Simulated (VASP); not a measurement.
Given:

```xyz
2
Lattice="0.0000 2.3859 2.3859 2.3859 0.0000 2.3859 2.3859 2.3859 0.0000" Properties=species:S:1:pos:R:3 pbc="T T T"
B      0.0000     0.0000     0.0000
As     1.1929     1.1929     1.1929
```

Computed with PBE GGA with D3 dispersion (Becke-Johnson damping), VASP's PBE PAW potentials (set 64) (plane waves; VASP 6.6.1). Numerical set-up: 520 eV cut-off, Gaussian smearing of 0.050 eV, potentials B As.

Question: Give the energies of bands 2 to 7 at the high-symmetry points, in eV from the valence-band maximum.

Answer: 
```tsv
band	Γ	X	U	L	W
2	0.00	-8.55	-8.17	-8.81	-8.08
3	0.00	-4.09	-5.97	-1.83	-5.51
4	0.00	-4.09	-3.50	-1.83	-5.22
5	3.28	1.42	2.04	2.71	5.24
6	3.28	1.44	5.55	4.78	5.95
7	3.28	11.40	9.23	4.78	6.81
```

The gap is indirect, 1.17 eV, from the valence maximum at Γ to the conduction minimum at Γ-X at 0.79.

Measured: gap 1.82 eV (computed value off by -0.65 eV), as given by Wikipedia, List of semiconductor materials.

The compound is BAs in the zinc blende structure. It was relaxed first.
